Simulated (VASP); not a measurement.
Data:

```xyz
3
Lattice="-1.5995 1.5995 3.9083 1.5995 -1.5995 3.9083 1.5995 1.5995 -3.9083" Properties=species:S:1:pos:R:3 pbc="T T T"
Si     0.0000     0.0000     5.1961
Si     0.0000     0.0000     2.6205
Mo     0.0000     0.0000     0.0000
```

Computed with r2SCAN+rVV10, VASP's PBE PAW potentials (set 64) (plane waves; VASP). Settings: 520 eV cut-off, 15×15×15 Γ-centred mesh, tetrahedra with Blöchl corrections, potentials Si Mo_sv.

Estimate the energy per atom (σ→0), band gap (over mesh and band path) with the smallest direct gap where there is one.

```yaml
band gap (over mesh and band path): none (metal, semimetal or under 0.01 eV)
energy per atom (σ→0): -14.909 eV/atom
```

The compound is MoSi2 in the MoSi2 type structure. It was relaxed first.
